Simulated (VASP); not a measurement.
Elastic constants (GPa) of a crystal from LDA (Ceperley-Alder, Perdew-Zunger), VASP's LDA PAW potentials (set 64) (VASP):

```csv
,xx,yy,zz,yz,xz,xy
xx,264.0,172.7,172.7,0.0,0.0,0.0
yy,172.7,264.0,172.7,0.0,0.0,0.0
zz,172.7,172.7,264.0,0.0,0.0,0.0
yz,0.0,0.0,0.0,93.4,0.0,0.0
xz,0.0,0.0,0.0,0.0,93.4,0.0
xy,0.0,0.0,0.0,0.0,0.0,93.4
```

Finite-difference elastic constants of metals are sensitive to mesh and smearing; shear constants can be off by tens of GPa.

Q: Work out the Voigt, Reuss and Hill moduli, Young's modulus and Poisson's ratio.

A: All eigenvalues are positive (smallest 91.3 GPa), so the crystal is stable. K_V = (C11+C22+C33+2(C12+C13+C23))/9 = (792.0 + 2×518.1)/9 = 203.1 GPa; G_V = (792.0 − 518.1 + 3×280.2)/15 = 74.3 GPa. From the compliances, K_R = 203.1 GPa and G_R = 65.8 GPa. Hill: K = 203.1 GPa, G = 70.1 GPa, E = 9KG/(3K+G) = 188.5 GPa, ν = (3K−2G)/(2(3K+G)) = 0.345. K/G = 2.90, above Pugh's 1.75; universal anisotropy A^U = 0.64.

Q: With a density of 5.21 g/cm³, what are the mean sound speeds?

A: v_l = √((K+4G/3)/ρ) = 7.55 km/s and v_t = √(G/ρ) = 3.67 km/s. The crystal is CoSi$_{2}$ (fluorite), cubic.

The compound is CoSi2 in the fluorite structure. It was relaxed first. The run is not spin-polarised, so no magnetic state was tried. The electron count is odd and the run is not spin-polarised, which forces a metal.
